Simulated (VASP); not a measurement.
Write the native input for VASP 6.6.1 that does the following.

* Task: relaxation of cell and atoms
* Functional: revPBE
* Potentials or basis: VASP PAW PBE potentials, release 64 (Ba_sv, V_sv, Tl_d, O)
* Cutoff: 600 eV
* k mesh: 4 × 4 × 4
* Occupations: fermi-dirac, width 0.05 eV
* Spin: collinear spin, ferromagnetic start
* Starting moments: [0.0, 0.0, 2.0, 2.0, 2.0, 0.0, 0.0, 0.0, 0.0, 0.0, 0.0, 0.0, 0.0, 0.0, 0.0, 0.0, 0.0, 0.0, 0.0, 0.0, 0.0, 0.0] μB
* Further INCAR settings: ALGO = Normal; EDIFF = 1e-07; IBRION = 2; EDIFFG = -0.02; NSW = 60; ISIF = 3

The structure of Ba2Tl5V3O12 lies in POSCAR:

```
Ba2Tl5V3O12
1.0
    8.1542100000      0.0000000000      0.0000000000
   -4.0771100000      7.0617600000      0.0000000000
    0.0000000000      0.0000000000      6.9212800000
Ba V Tl O
2 3 5 12
Direct
    0.0000000000      0.0000000000      0.2355200000
    0.0000000000      0.0000000000      0.7644800000
    0.5000000000      0.0000000000      0.0000000000
    0.0000000000      0.5000000000      0.0000000000
    0.5000000000      0.5000000000      0.0000000000
    0.5000000000      0.0000000000      0.5000000000
    0.0000000000      0.5000000000      0.5000000000
    0.5000000000      0.5000000000      0.5000000000
    0.3333300000      0.6666700000      0.2248900000
    0.6666700000      0.3333300000      0.7751100000
    0.3389000000      0.3433400000      0.8144400000
    0.6566600000      0.9955600000      0.8144400000
    0.0044400000      0.6611000000      0.8144400000
    0.3433400000      0.3389000000      0.1855600000
    0.9955600000      0.6566600000      0.1855600000
    0.6611000000      0.0044400000      0.1855600000
    0.6611000000      0.6566600000      0.1855600000
    0.3433400000      0.0044400000      0.1855600000
    0.9955600000      0.3389000000      0.1855600000
    0.6566600000      0.6611000000      0.8144400000
    0.0044400000      0.3433400000      0.8144400000
    0.3389000000      0.9955600000      0.8144400000
```

The cell was built by a generator and needn't be a form met in nature.

One way to write it, as run:

INCAR

```
ALGO = Normal
EDIFF = 1E-7
EDIFFG = -0.02
ENCUT = 600
GGA = RE
IBRION = 2
ISIF = 3
ISMEAR = -1
ISPIN = 2
KPAR = 4
LASPH = True
LCHARG = False
LMAXMIX = 4
LORBIT = 11
LREAL = False
LWAVE = False
MAGMOM = 0 0 2 2 2 0 0 0 0 0 0 0 0 0 0 0 0 0 0 0 0 0
NELM = 100
NSW = 60
PREC = Accurate
SIGMA = 0.05
```

KPOINTS

```
k-points
0
Gamma
  4 4 4
```

Potentials or basis: VASP PAW PBE potentials, release 64 (Ba_sv, V_sv, Tl_d, O).

Run with:

```sh
$ cat potpaw_PBE.64/Ba_sv/POTCAR potpaw_PBE.64/V_sv/POTCAR potpaw_PBE.64/Tl_d/POTCAR potpaw_PBE.64/O/POTCAR > POTCAR
$ mpirun -np 4 vasp_std > vasp.out
```

Results of the run:

```yaml
Relaxed_volume: 19.12 Å³/atom
Relaxed_cell: a = 8.277 Å, b = 8.277 Å, c = 7.091 Å, α = 90.00°, β = 90.00°, γ = 120.00°
Space_group_after_relaxing_to_0.05_Å: P-3m1 (No. 164)
Energy_gained_by_relaxing: 7.7 meV/atom
Ionic_steps: 10
Pressure_after_relaxing: 0.0 GPa
Largest_force_after_relaxing: 0.017 eV/Å
Band_gap_on_the_k_mesh: none (metal or under the smearing width)
Net_moment: 0.00 μB per cell
Valence_electrons_inside_the_program's_atomic_spheres: Ba 7.84; V 11.63; Tl 11.12, 11.22; O 4.93
```

Caveat: the PAW data sets were made with another functional, which shifts forces and pressure a little; semilocal functionals often make such compounds metallic where correlation or magnetic order opens a gap, which also shifts bond lengths.

It took 2.1 h on 4 MPI ranks on Intel(R) Xeon(R) Platinum 8559C (Emerald Rapids) (shared host), peak memory 2.2 GiB a rank.
